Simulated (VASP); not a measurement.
```
CELL_PARAMETERS angstrom
      0.00000     2.77310     2.77310
      2.77310     0.00000     2.77310
      2.77310     2.77310     0.00000
ATOMIC_POSITIONS crystal
  Ca 0.00000 0.00000 0.00000
```

Method: PBE GGA with D3 dispersion (zero damping), VASP's PBE PAW potentials (set 64) (plane waves; VASP). Numerical set-up: 520 eV cut-off, 12×12×12 Γ-centred mesh, first-order Methfessel-Paxton smearing of 0.10 eV, potentials Ca_sv.

Problem. What does the run give for the energy per atom (σ→0), band gap (on the k-mesh) with the smallest direct gap where there is one?

Solution. 
```json
{
  "band gap (on the k-mesh)": "none (metal, semimetal or under 0.01 eV)",
  "energy per atom (σ→0)": "-2.077 eV/atom"
}
```

The absolute energy has meaning only against runs of the same code, potentials and settings.

The compound is Ca in the fcc structure. This cell is one point of a volume scan, at 1.03 of the reference volume.
